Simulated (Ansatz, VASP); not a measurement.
## B3C in VASP and in Ansatz

Contents of INCAR:

```
SYSTEM = B3C
ALGO     = Normal         ! electronic algorithm
EDIFF    = 1E-7           ! SCF threshold, eV
EDIFFG   = -0.04          ! ionic threshold
ENCUT    = 600            ! plane-wave cutoff, eV
GGA      = PE             ! functional
IBRION   = 2              ! ionic algorithm
ISIF     = 3              ! what is computed and relaxed
ISMEAR   = 0              ! smearing method
LASPH    = .True.         ! aspherical terms in the spheres
LCHARG   = .False.        ! write CHGCAR
LREAL    = .False.        ! projectors in reciprocal space
LWAVE    = .False.        ! write WAVECAR
NELM     = 60             ! most SCF steps
NSW      = 90             ! ionic steps
PREC     = Accurate       ! precision mode
SIGMA    = 0.1            ! smearing width, eV
```

KPOINTS

```
k-points
0
Gamma
  6 6 4
  0 0 0
```

File POSCAR:

```
B3C
1.0
    2.5684768399      0.0000000000      0.0000000000
   -1.2842384200      2.2243661924      0.0000000000
    0.0000000000      0.0000000000      4.7066059858
B C
3 1
Direct
    0.0000000000      0.0000000000      0.0000000000
    0.6666666667      0.3333333333      0.6803815132
    0.6666666667      0.3333333333      0.3196184868
    0.0000000000      0.0000000000      0.5000000000
```

Input for Ansatz:

```yaml
crystal:
  lattice:
    - [2.5684768399, 0.0, 0.0]
    - [-1.28423842, 2.2243661924, 0.0]
    - [0.0, 0.0, 4.7066059858]
  atoms:
    - { symbol: B, position: [0.0, 0.0, 0.0] }
    - { symbol: B, position: [0.6666666667, 0.3333333333, 0.6803815132] }
    - { symbol: B, position: [0.6666666667, 0.3333333333, 0.3196184868] }
    - { symbol: C, position: [0.0, 0.0, 0.5] }
basis:
  ecutwfc: 420
kpoints:
  mp_grid: { grid: [6, 6, 4] }
hamiltonian:
  xc: pbe
scf:
  occupations: { method: gaussian, width: 0.1 }
  lower_state_search: "off"
output:
  forces: true
  stress: true
  eigenvalues: true
relax:
  adjacent_minimum: "off"
  f_tol: 0.04
  max_steps: 70
  cell: { stress_tol: 0.4 }
```

Change from the starting cell: species swapped into the Co3Ir type (P-6m2, No. 187).

Alike in both runs: task relaxation of cell and atoms; functional PBE; k mesh 6 × 6 × 4; occupations gaussian, width 0.1 eV; no spin polarisation.

```csv
,VASP,Ansatz
version,VASP 6.6.1,Ansatz 0.2.0
potentials or method,"VASP PAW PBE potentials, release 64 (B, C)","scalar-relativistic, plane waves, PAW"
plane-wave cutoff (eV),600,420
valence electrons in the cell,13,13
```

```csv
,VASP,Ansatz,Ansatz less VASP
"gap on the k mesh at the Fermi level, each at its own relaxed structure (eV)",none,none,-
relaxed volume (Å³/atom),6.63,6.64,+0.010
relaxed cell length with the largest relative difference (Å),4.637,4.642,+0.0051
energy change over the relaxation (meV/atom),-2,-2,+0.2
```

A gap of «none» marks a metal or a gap that the smearing closes.

Caveats: the k mesh is coarse (spacing up to 0.47 Å⁻¹), so the values aren't converged.
